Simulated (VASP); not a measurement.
A run of VASP 6.6.1 is set up as follows.

Contents of INCAR:

```
SYSTEM = Mg
ALGO = Normal
EDIFF = 1E-6
EDIFFG = -0.002
ENCUT = 600
GGA = PS
IBRION = 2
ISIF = 3
ISMEAR = 0
LASPH = .TRUE.
LCHARG = .FALSE.
LREAL = .FALSE.
LWAVE = .FALSE.
NELM = 100
NSW = 100
PREC = Accurate
SIGMA = 0.1
```

File KPOINTS:

```
k-points
0
G
  15 15 8
  0 0 0
```

File POSCAR:

```
Mg
1.0
    3.1800000000      0.0000000000      0.0000000000
   -1.5900000000      2.7539608000      0.0000000000
    0.0000000000      0.0000000000      5.1600000000
Mg
2
Direct
    0.3333333000      0.6666667000      0.2500000000
    0.6666667000      0.3333333000      0.7500000000
```

Potentials or basis: VASP PAW PBE potentials, release 64 (Mg).

Command:

```bash
$ cat potpaw_PBE.64/Mg/POTCAR > POTCAR
$ mpirun -np 1 vasp_std > vasp.out
```

Question: Estimate the space group after relaxing (to 0.05 Å).

Answer: P6_3/mmc (No. 194).

Question: What does it give for the relaxed volume?

Answer: 22.47 Å³/atom.

Question: What does it give for the relaxed cell?

Answer: a = 3.188 Å, b = 3.188 Å, c = 5.106 Å, α = 90.00°, β = 90.00°, γ = 120.00°.

Question: What does it give for the band gap on the k mesh?

Answer: None (metal or under the smearing width).

Final structure:
```xyz
2
Lattice="3.1880 0.0000 0.0000 -1.5940 2.7609 0.0000 0.0000 0.0000 5.1063" Properties=species:S:1:pos:R:3 pbc="T T T"
Mg    0.0000    1.8406    1.2766
Mg    1.5940    0.9203    3.8298
```

Caveat: the PAW data sets were made with another functional, which shifts forces and pressure a little.
